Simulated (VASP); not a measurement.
Consider the following.

```
CELL_PARAMETERS angstrom
      3.65562     0.00000     0.00000
     -1.82781     3.16586     0.00000
      0.00000     0.00000    11.78510
ATOMIC_POSITIONS crystal
  Pr 0.00000 0.00000 0.00000
  Pr 0.00000 0.00000 0.50000
  Pr 0.33333 0.66667 0.25000
  Pr 0.66667 0.33333 0.75000
```

The numbers are results of PBEsol GGA, VASP's PBE PAW potentials (set 64) (plane waves; VASP), not measurements. Numerical set-up: 400 eV cut-off, Gaussian smearing of 0.050 eV, potentials Pr_3.

The 4f electrons are frozen in the core of the lanthanide potential, so 4f levels, which can set the real gap, and their magnetism are missing.

Task: Predict the band gap (along the path) with the smallest direct gap where there is one.

Result: 
The band gap (along the path) is none (metal, semimetal or under 0.01 eV).

The absolute energy has meaning only against runs of the same code, potentials and settings.

The structure was generated: Pr was put into the dhcp type (P6_3/mmc), which need not be its known phase. It was relaxed first.
